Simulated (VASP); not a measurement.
Here is the system:

```
CELL_PARAMETERS angstrom
      0.00000     3.14370     3.14370
      3.14370     0.00000     3.14370
      3.14370     3.14370     0.00000
ATOMIC_POSITIONS crystal
  Ba 0.00000 0.00000 0.00000
  F  0.25000 0.25000 0.25000
  F  0.75000 0.75000 0.75000
```

Method: r2SCAN meta-GGA, VASP's PBE PAW potentials (set 64) (plane waves; VASP). Numerical set-up: 520 eV cut-off, 6×6×6 Γ-centred mesh, Gaussian smearing of 0.050 eV, potentials Ba_sv F.

### Question
What does the run give for the energy per atom (σ→0), pressure?

### Answer

```
Quantity                                 Value
---------------------  -----------------------
energy per atom (σ→0)  -1449.1 kJ/mol of atoms
pressure                             -1.63 GPa
```

The compound is BaF2 in the fluorite structure. This cell is one point of a volume scan, at 1.03 of the reference volume.
